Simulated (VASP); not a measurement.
Consider the following.

```
CELL_PARAMETERS angstrom
      0.00000     2.89847     2.89847
      2.89847     0.00000     2.89847
      2.89847     2.89847     0.00000
ATOMIC_POSITIONS crystal
  W  0.75000 0.75000 0.75000
  W  0.50000 0.50000 0.50000
```

Calculation: PBE GGA, VASP's PBE PAW potentials (set 64) (plane waves; VASP). Run with 400 eV cut-off, 10×10×10 Γ-centred mesh, first-order Methfessel-Paxton smearing of 0.10 eV, potentials W_sv.

**Question.** Give the stress tensor in GPa (positive for a compressed cell).

**Answer.** 
```
2.56  0.00  0.00
0.00  2.56  0.00
0.00  0.00  2.56
```
The pressure is its mean diagonal, 2.56 GPa.

The structure was generated: W was put into the diamond type (Fd-3m), which need not be its known phase. The cell was not relaxed at this level.
